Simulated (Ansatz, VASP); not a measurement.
# KMgF3: VASP beside Ansatz, part 2 of 3

One calculation is typed for both programs; each brings its own data sets and cutoff. How far apart do they land? The cell is taken from a series of VASP runs on this material, whose earlier steps may have relaxed, scaled or displaced it; both programs get it as it stands.

VASP 6.6.1 and Ansatz 0.2.0.

So far. Step 2 (Ansatz: elastic constants, PBEsol): The run ends at a pressure of 0.37 GPa.

## 3. VASP: elastic constants, PBEsol

Level of this step: PBEsol; plane waves and PAW (K_sv, Mg, F) (VASP).

The same cell, functional, mesh and smearing now go to VASP, with its own data sets and cutoff.

Lines of VASP's logs that name or quote its potential files are left out, and so is its time.

INCAR reads:

```
SYSTEM = KMgF3
PREC = Accurate
ENCUT = 800
EDIFF = 1E-08
NELM = 100
ISMEAR = 0
SIGMA = 0.03
LREAL = .FALSE.
ALGO = Normal
GGA = PS
NBANDS = 22
LORBIT = 11
LWAVE = .FALSE.
LCHARG = .FALSE.
KPAR = 8
IBRION = 6
NFREE = 2
POTIM = 0.015
ISIF = 3
NSW = 1
```

POSCAR reads:

```
KMgF3
1.0
    3.9846332454      0.0000000000      0.0000000000
    0.0000000000      3.9846332454      0.0000000000
    0.0000000000      0.0000000000      3.9846332454
K Mg F
1 1 3
Direct
    0.5000000000      0.5000000000      0.5000000000
    0.0000000000      0.0000000000      0.0000000000
    0.0000000000      0.0000000000      0.5000000000
    0.0000000000      0.5000000000      0.0000000000
    0.5000000000      0.0000000000      0.0000000000
```

KPOINTS reads:

```
Automatic mesh
0
Gamma
6 6 6
0 0 0
```

PAW data sets: K_sv, Mg and F (PBE family, release 64).

Started as:

```sh
> mpirun -np 8 vasp_std
```

Numbers of over 12 decimals in the logs are rounded to 6 here.

The program printed:

```text
[banner, memory and clock lines left out]
running    8 mpi-ranks, on    1 nodes
 distrk:  each k-point on    1 cores,    8 groups
 distr:  one band on    1 cores,    1 groups

 POSCAR found type information on POSCAR K MgF
 POSCAR found :  3 types and       5 ions
|                                                                             |
|           W    W    AA    RRRRR   N    N  II  N    N   GGGG   !!!           |
|           W    W   A  A   R    R  NN   N  II  NN   N  G    G  !!!           |
|           W    W  A    A  R    R  N N  N  II  N N  N  G       !!!           |
|           W WW W  AAAAAA  RRRRR   N  N N  II  N  N N  G  GGG   !            |
|           WW  WW  A    A  R   R   N   NN  II  N   NN  G    G                |
|           W    W  A    A  R    R  N    N  II  N    N   GGGG   !!!           |
|                                                                             |
|     For optimal performance we recommend to set                             |
|       NCORE = 2 up to number-of-cores-per-socket                            |
|     NCORE specifies how many cores store one orbital (NPAR=cpu/NCORE).      |
|     This setting can greatly improve the performance of VASP for DFT.       |
|     The default, NCORE=1 might be grossly inefficient on modern             |
|     multi-core architectures or massively parallel machines. Do your        |
|     Unfortunately you need to use the default for GW and RPA                |
|     calculations (for HF NCORE is supported but not extensively tested      |
|     yet).                                                                   |
|                                                                             |

|                                                                             |
|               ----> ADVICE to this user running VASP <----                  |
|                                                                             |
|     You enforced a specific xc type in the INCAR file but a different       |
|     [... a line on the potential file left out ...]
|     I HOPE YOU KNOW WHAT YOU ARE DOING!                                     |
|                                                                             |

 LDA part: xc-table for (Slater+PW92), standard interpolation
 POSCAR, INCAR and KPOINTS ok, starting setup
 FFT: planning ... GRIDC
 FFT: planning ... GRID_SOFT
 FFT: planning ... GRID
 WAVECAR not read
 entering main loop
       N       E                     dE             d eps       ncg     rms          rms(c)
DAV:   1     0.297508079364E+03    0.29751E+03   -0.21750E+04   896   0.194E+03
DAV:   2    -0.115937856535E+02   -0.30910E+03   -0.29340E+03  1108   0.427E+02
DAV:   3    -0.263150751456E+02   -0.14721E+02   -0.14648E+02  1108   0.912E+01
DAV:   4    -0.271429274158E+02   -0.82785E+00   -0.82650E+00  1476   0.124E+01
DAV:   5    -0.271455871096E+02   -0.26597E-02   -0.26596E-02  1078   0.807E-01    0.810E+00
DAV:   6    -0.253162456685E+02    0.18293E+01   -0.65246E+00  1018   0.189E+01    0.395E+00
DAV:   7    -0.252889595967E+02    0.27286E-01   -0.20397E-01  1166   0.292E+00    0.243E+00
DAV:   8    -0.252781844757E+02    0.10775E-01   -0.73467E-02  1080   0.272E+00    0.314E-01
DAV:   9    -0.252776809438E+02    0.50353E-03   -0.18387E-02  1116   0.967E-01    0.153E-01
DAV:  10    -0.252776573541E+02    0.23590E-04   -0.15105E-03  1152   0.281E-01    0.971E-02
DAV:  11    -0.252776522638E+02    0.50902E-05   -0.32900E-05  1086   0.502E-02    0.507E-02
DAV:  12    -0.252776502080E+02    0.20558E-05   -0.10117E-04   934   0.805E-02    0.921E-03
DAV:  13    -0.252776503746E+02   -0.16658E-06   -0.44142E-06  1180   0.137E-02    0.379E-03
DAV:  14    -0.252776502514E+02    0.12324E-06   -0.73098E-07  1048   0.586E-03    0.245E-03
DAV:  15    -0.252776501031E+02    0.14833E-06   -0.19334E-07   988   0.339E-03    0.775E-04
DAV:  16    -0.252776501305E+02   -0.27417E-07   -0.62924E-09   730   0.620E-04    0.465E-04
DAV:  17    -0.252776501549E+02   -0.24384E-07   -0.11527E-08   564   0.758E-04    0.963E-05
DAV:  18    -0.252776501573E+02   -0.24847E-08   -0.96745E-10   506   0.212E-04
   1 F= -.25277650E+02 E0= -.25277650E+02  d E =-.794095E-29
[... from here on, the cycles between the ionic steps are left out ...]
  12 F= -.25275555E+02 E0= -.25275555E+02  d E =-.629511E-20
  13 F= -.25275555E+02 E0= -.25275555E+02  d E =-.625814E-20
  14 F= -.25277403E+02 E0= -.25277403E+02  d E =-.151916E-20
  15 F= -.25277403E+02 E0= -.25277403E+02  d E =-.152164E-20
  16 F= -.25276600E+02 E0= -.25276600E+02  d E =-.174847E-20
  17 F= -.25276600E+02 E0= -.25276600E+02  d E =-.174750E-20
  18 F= -.25277331E+02 E0= -.25277331E+02  d E =-.162592E-20
  19 F= -.25277331E+02 E0= -.25277331E+02  d E =-.161865E-20
  20 F= -.25276413E+02 E0= -.25276413E+02  d E =-.181978E-20
 Finite differences progress:
  Degree of freedom:  10/ 10
  Displacement:        1/  2
  Total:              19/ 20
 bond charge predicted
       N       E                     dE             d eps       ncg     rms          rms(c)
DAV:   1    -0.252701513945E+02    0.62613E-02   -0.51183E+00  1772   0.156E+01    0.201E-01
DAV:   2    -0.252770770483E+02   -0.69257E-02   -0.76255E-02  2090   0.170E+00    0.116E-01
DAV:   3    -0.252766174545E+02    0.45959E-03   -0.64900E-04  2218   0.202E-01    0.661E-02
DAV:   4    -0.252764029426E+02    0.21451E-03   -0.80920E-04  2054   0.229E-01    0.167E-02
DAV:   5    -0.252764132047E+02   -0.10262E-04   -0.14676E-04  2036   0.749E-02    0.109E-02
DAV:   6    -0.252764135766E+02   -0.37194E-06   -0.43712E-06  2146   0.141E-02    0.669E-03
DAV:   7    -0.252764126363E+02    0.94037E-06   -0.30348E-06  1994   0.167E-02    0.876E-04
DAV:   8    -0.252764126664E+02   -0.30105E-07   -0.59768E-07  1958   0.506E-03    0.667E-04
DAV:   9    -0.252764126682E+02   -0.17890E-08   -0.31920E-08  1944   0.163E-03
  21 F= -.25276413E+02 E0= -.25276413E+02  d E =-.182263E-20
 Finite differences progress:
  Degree of freedom:  10/ 10
  Displacement:        2/  2
  Total:              20/ 20
```

From OUTCAR (step 3):

```text
ion  position               nearest neighbor table
   1  0.500  0.500  0.500-   3 2.82   4 2.82   5 2.82   4 2.82   5 2.82   3 2.82   5 2.82   5 2.82
                             3 2.82   4 2.82   4 2.82   3 2.82   2 3.45   2 3.45   2 3.45   2 3.45
   2  0.000  0.000  0.000-   3 1.99   4 1.99   5 1.99   3 1.99   4 1.99   5 1.99   1 3.45   1 3.45
                             1 3.45   1 3.45   1 3.45   1 3.45   1 3.45   1 3.45
   3  0.000  0.000  0.500-   2 1.99   2 1.99   1 2.82   1 2.82   1 2.82   1 2.82
   4  0.000  0.500  0.000-   2 1.99   2 1.99   1 2.82   1 2.82   1 2.82   1 2.82
   5  0.500  0.000  0.000-   2 1.99   2 1.99   1 2.82   1 2.82   1 2.82   1 2.82

  LATTYP: Found a simple cubic cell.
 ALAT       =     3.9846332454

 Subroutine GETGRP returns: Found 48 space group operations
 (whereof 48 operations were pure point group operations)

The static configuration has the point symmetry O_h .

 Found     20 irreducible k-points:

   k-points           NKPTS =     20   k-points in BZ     NKDIM =     20   number of bands    NBANDS=     22

   dimension x,y,z NGX =    40 NGY =   40 NGZ =   40
   dimension x,y,z NGXF=    80 NGYF=   80 NGZF=   80

   ENCUT  =  800.0 eV  58.80 Ry    7.67 a.u.   9.19  9.19  9.19*2*pi/ulx,y,z

   NELECT =      32.0000    total number of electrons

 k-points in reciprocal lattice and weights: Automatic mesh
   0.00000000  0.00000000  0.00000000       0.005
   0.16666667  0.00000000  0.00000000       0.028
   0.33333333  0.00000000  0.00000000       0.028
   0.50000000  0.00000000  0.00000000       0.014
   0.16666667  0.16666667  0.00000000       0.056
   0.33333333  0.16666667  0.00000000       0.111
   0.50000000  0.16666667  0.00000000       0.056
   0.33333333  0.33333333  0.00000000       0.056
   0.50000000  0.33333333  0.00000000       0.056
[...]
0.50000000  0.50000000  0.33333333       0.028
   0.50000000  0.50000000  0.50000000       0.005

 average (electrostatic) potential at core
       1 -34.3083       2 -37.9912       3 -77.4363       4 -77.4361       5 -77.4361

 E-fermi :  -1.5194

 k-point     1 :       0.0000    0.0000    0.0000
  band No.  band energies     occupation
    ...
     12      -2.3420      2.00000
     13      -2.3419      2.00000
     14      -2.0341      2.00000
     15      -2.0339      2.00000
     16      -2.0339      2.00000
     17       5.4252      0.00000
     18       8.2400      0.00000
     19       8.2400      0.00000
     20      10.4348      0.00000
     21      10.4349      0.00000
    ...

 k-point     2 :       0.1667    0.0000    0.0000
  band No.  band energies     occupation
    ...
     12      -2.3998      2.00000
     13      -2.3967      2.00000
     14      -2.2990      2.00000
     15      -2.0883      2.00000
     16      -2.0882      2.00000
     17       5.9130      0.00000
     18       8.4903      0.00000
     19       8.5316      0.00000
     20      10.5639      0.00000
     21      10.5831      0.00000
    ...

 k-point     3 :       0.3333    0.0000    0.0000
  band No.  band energies     occupation
    ...
     12      -2.5412      2.00000
     13      -2.5208      2.00000
     14      -2.5142      2.00000
     15      -2.1940      2.00000
     16      -2.1939      2.00000
     17       7.0996      0.00000
     18       8.9892      0.00000
     19       9.0208      0.00000
     20      10.8725      0.00000
     21      10.8846      0.00000
    ...

 Eigenvectors and eigenvalues of the dynamical matrix
 ----------------------------------------------------

   1 f  =   14.066355 THz    88.381514 2PiTHz  469.203094 cm-1    58.173743 meV
             X         Y         Z           dx          dy          dz
      1.992317  1.992317  1.992317    -0.004658    0.014167    0.000000
      0.000000  0.000000  0.000000     0.173704   -0.528339    0.000000
      0.000000  0.000000  1.992317     0.032715   -0.099505   -0.000000
      0.000000  1.992317  0.000000     0.032715    0.776728   -0.000000
      1.992317  0.000000  0.000000    -0.255368   -0.099505   -0.000000

   2 f  =   14.066355 THz    88.381514 2PiTHz  469.203094 cm-1    58.173743 meV
             X         Y         Z           dx          dy          dz
      1.992317  1.992317  1.992317    -0.000000   -0.000000   -0.014913
      0.000000  0.000000  0.000000     0.000000    0.000000    0.556161
      0.000000  0.000000  1.992317     0.000000    0.000000   -0.817631
      0.000000  1.992317  0.000000     0.000000   -0.000000    0.104745
      1.992317  0.000000  0.000000    -0.000000    0.000000    0.104745

   3 f  =   14.066355 THz    88.381514 2PiTHz  469.203094 cm-1    58.173743 meV
             X         Y         Z           dx          dy          dz
      1.992317  1.992317  1.992317     0.014167    0.004658    0.000000
      0.000000  0.000000  0.000000    -0.528339   -0.173704    0.000000
      0.000000  0.000000  1.992317    -0.099505   -0.032715   -0.000000
      0.000000  1.992317  0.000000    -0.099505    0.255368    0.000000
      1.992317  0.000000  0.000000     0.776728   -0.032715    0.000000

   4 f  =    8.544051 THz    53.683854 2PiTHz  284.998854 cm-1    35.335339 meV
             X         Y         Z           dx          dy          dz
      1.992317  1.992317  1.992317    -0.067831    0.051184    0.000313
      0.000000  0.000000  0.000000     0.525222   -0.396320   -0.002422
      0.000000  0.000000  1.992317    -0.379807    0.286593   -0.001204
      0.000000  1.992317  0.000000    -0.379807   -0.197084    0.001751
      1.992317  0.000000  0.000000     0.261186    0.286593    0.001751

   5 f  =    8.544051 THz    53.683854 2PiTHz  284.998854 cm-1    35.335339 meV
             X         Y         Z           dx          dy          dz
      1.992317  1.992317  1.992317     0.000720    0.000435    0.084972
      0.000000  0.000000  0.000000    -0.005575   -0.003368   -0.657944
      0.000000  0.000000  1.992317     0.004032    0.002436   -0.327187
      0.000000  1.992317  0.000000     0.004032   -0.001675    0.475783
      1.992317  0.000000  0.000000    -0.002773    0.002436    0.475783

   6 f  =    8.544051 THz    53.683854 2PiTHz  284.998854 cm-1    35.335339 meV
             X         Y         Z           dx          dy          dz
      1.992317  1.992317  1.992317    -0.051179   -0.067830    0.000781
      0.000000  0.000000  0.000000     0.396288    0.525217   -0.006047
      0.000000  0.000000  1.992317    -0.286570   -0.379803   -0.003007
      0.000000  1.992317  0.000000    -0.286570    0.261183    0.004373
      1.992317  0.000000  0.000000     0.197069   -0.379803    0.004373

   7 f  =    5.573905 THz    35.021876 2PiTHz  185.925445 cm-1    23.051807 meV
             X         Y         Z           dx          dy          dz
      1.992317  1.992317  1.992317    -0.000000    0.000000   -0.000000
      0.000000  0.000000  0.000000    -0.000000   -0.000000    0.000000
      0.000000  0.000000  1.992317     0.070278    0.703606    0.000000
      0.000000  1.992317  0.000000    -0.070278   -0.000000   -0.000001
      1.992317  0.000000  0.000000     0.000000   -0.703606    0.000001

   8 f  =    5.573905 THz    35.021876 2PiTHz  185.925445 cm-1    23.051807 meV
             X         Y         Z           dx          dy          dz
      1.992317  1.992317  1.992317    -0.000000    0.000000    0.000000
      0.000000  0.000000  0.000000     0.000000   -0.000000    0.000000
      0.000000  0.000000  1.992317     0.002302   -0.000229    0.000000
      0.000000  1.992317  0.000000    -0.002302   -0.000000    0.707103
      1.992317  0.000000  0.000000     0.000000    0.000229   -0.707103

   9 f  =    5.573905 THz    35.021876 2PiTHz  185.925445 cm-1    23.051807 meV
             X         Y         Z           dx          dy          dz
      1.992317  1.992317  1.992317     0.000000   -0.000000    0.000000
      0.000000  0.000000  0.000000    -0.000000    0.000000   -0.000000
      0.000000  0.000000  1.992317     0.703602   -0.070277   -0.000000
      0.000000  1.992317  0.000000    -0.703602    0.000000   -0.002313
      1.992317  0.000000  0.000000    -0.000000    0.070277    0.002313

  10 f  =    4.440280 THz    27.899101 2PiTHz  148.111793 cm-1    18.363514 meV
             X         Y         Z           dx          dy          dz
      1.992317  1.992317  1.992317    -0.803580    0.136886   -0.025008
      0.000000  0.000000  0.000000     0.233024   -0.039695    0.007252
      0.000000  0.000000  1.992317     0.320668   -0.054624    0.007946
      0.000000  1.992317  0.000000     0.320668   -0.043493    0.009980
      1.992317  0.000000  0.000000     0.255323   -0.054624    0.009980

  11 f  =    4.440280 THz    27.899101 2PiTHz  148.111793 cm-1    18.363514 meV
             X         Y         Z           dx          dy          dz
      1.992317  1.992317  1.992317     0.017969    0.247419    0.776894
      0.000000  0.000000  0.000000    -0.005211   -0.071747   -0.225286
      0.000000  0.000000  1.992317    -0.007170   -0.098733   -0.246844
      0.000000  1.992317  0.000000    -0.007170   -0.078613   -0.310019
      1.992317  0.000000  0.000000    -0.005709   -0.098733   -0.310019

  12 f  =    4.440280 THz    27.899101 2PiTHz  148.111793 cm-1    18.363514 meV
             X         Y         Z           dx          dy          dz
      1.992317  1.992317  1.992317    -0.137987   -0.764951    0.246807
      0.000000  0.000000  0.000000     0.040014    0.221823   -0.071570
      0.000000  0.000000  1.992317     0.055063    0.305253   -0.078419
      0.000000  1.992317  0.000000     0.055063    0.243050   -0.098488
      1.992317  0.000000  0.000000     0.043843    0.305253   -0.098488

  13 f/i=    0.015306 THz     0.096173 2PiTHz    0.510565 cm-1     0.063302 meV
             X         Y         Z           dx          dy          dz
      1.992317  1.992317  1.992317     0.500521   -0.277357    0.002007
      0.000000  0.000000  0.000000     0.392947   -0.217746    0.001576
      0.000000  0.000000  1.992317     0.346272   -0.191882    0.001391
      0.000000  1.992317  0.000000     0.346272   -0.192218    0.001388
      1.992317  0.000000  0.000000     0.346878   -0.191882    0.001388

  14 f/i=    0.015306 THz     0.096173 2PiTHz    0.510565 cm-1     0.063302 meV
             X         Y         Z           dx          dy          dz
      1.992317  1.992317  1.992317     0.275759    0.498055    0.057887
      0.000000  0.000000  0.000000     0.216491    0.391011    0.045446
      0.000000  0.000000  1.992317     0.190776    0.344566    0.040118
      0.000000  1.992317  0.000000     0.190776    0.345169    0.040048
      1.992317  0.000000  0.000000     0.191110    0.344566    0.040048

  15 f/i=    0.015306 THz     0.096173 2PiTHz    0.510565 cm-1     0.063302 meV
             X         Y         Z           dx          dy          dz
      1.992317  1.992317  1.992317    -0.029804   -0.049666    0.569296
      0.000000  0.000000  0.000000    -0.023399   -0.038991    0.446940
      0.000000  0.000000  1.992317    -0.020619   -0.034360    0.394541
      0.000000  1.992317  0.000000    -0.020619   -0.034420    0.393852
      1.992317  0.000000  0.000000    -0.020655   -0.034360    0.393852

 ELASTIC MODULI CONTR FROM IONIC RELAXATION (kBar)
 Direction    XX          YY          ZZ          XY          YZ          ZX
 --------------------------------------------------------------------------------
 XX           0.0000      0.0000      0.0000      0.0000      0.0000      0.0000
 YY           0.0000      0.0000      0.0000      0.0000      0.0000      0.0000
 ZZ           0.0000      0.0000      0.0000      0.0000      0.0000      0.0000
 XY           0.0000      0.0000      0.0000      0.0000      0.0000      0.0000
 YZ           0.0000      0.0000      0.0000      0.0000      0.0000      0.0000
 ZX           0.0000      0.0000      0.0000      0.0000      0.0000      0.0000
 --------------------------------------------------------------------------------

 TOTAL ELASTIC MODULI (kBar)
 Direction    XX          YY          ZZ          XY          YZ          ZX
 --------------------------------------------------------------------------------
 XX        1443.6093    416.1505    416.1505      0.0000      0.0000      0.0000
 YY         416.1505   1443.6093    416.1505     -0.0000      0.0000      0.0000
 ZZ         416.1505    416.1505   1443.6093      0.0000     -0.0000     -0.0000
 XY           0.0000     -0.0000      0.0000    471.6909      0.0000      0.0000
 YZ           0.0000      0.0000     -0.0000      0.0000    471.6909      0.0000
 ZX           0.0000      0.0000     -0.0000      0.0000      0.0000    471.6909
 --------------------------------------------------------------------------------

 total charge
# of ion       s       p       d       tot
------------------------------------------
    1        1.955   5.579   0.029   7.563
    2        0.128   0.162   0.080   0.370
    3        1.723   4.399   0.000   6.122
    4        1.723   4.399   0.000   6.122
    5        1.723   4.399   0.000   6.122
--------------------------------------------------
tot          7.250  18.938   0.109  26.298

[... 3 further parts left out ...]
```

CONTCAR:

```
KMgF3
   1.00000000000000
     3.9846332454000000    0.0000000000000000    0.0000000000000000
     0.0000000000000000    3.9846332454000000    0.0000000000000000
     0.0000000000000000    0.0000000000000000    3.9846332454000000
  K               Mg              F
     1     1     3
Direct
     0.5000000000000000    0.5000000000000000    0.5000000000000000
     0.0000000000000000    0.0000000000000000    0.0000000000000000
     0.0000000000000000    0.0000000000000000    0.4962355381094818
     0.0000000000000000    0.5000000000000000    0.0000000000000000
     0.5000000000000000    0.0000000000000000    0.0000000000000000
```

## 4. Comparison

Known differences besides the potentials themselves: the data sets hold 40 valence electrons in Ansatz (default PAW (the set named soft_2) files) and 32 in VASP; the cutoff is 420 eV in Ansatz and 800 eV in VASP; Ansatz makes its cores anew for this functional, VASP keeps those of its PBE data sets; VASP leaves aspherical gradient terms in its spheres out (LASPH is not set), Ansatz keeps them. Total energies have different zeros and are not compared.

Compared:

```
 quantity  Ansatz   VASP  difference
C11 (GPa)   141.6  144.4     -1.93 %
C22 (GPa)   141.6  144.4     -1.93 %
C33 (GPa)   141.6  144.4     -1.93 %
C12 (GPa)    40.5   41.6     -2.67 %
C13 (GPa)    40.5   41.6     -2.67 %
C23 (GPa)    40.5   41.6     -2.67 %
C44 (GPa)    45.7   47.2     -3.12 %
C55 (GPa)    45.7   47.2     -3.12 %
C66 (GPa)    45.7   47.2     -3.12 %
```

(Part 2 of 3 ends here.)

[Lines on the potential files, build, host, timing and source positions are cut from VASP's logs without a mark.]

[Logs are printed without paths, hosts, clocks, repeated set-up lines and the standing remarks that a program may print on its own settings, such as how far it seeks lower states.]

[Hosts, paths, dates, database ids (printed as entryN), source tags and the programs' standing remarks are cut or masked in the printed files.]
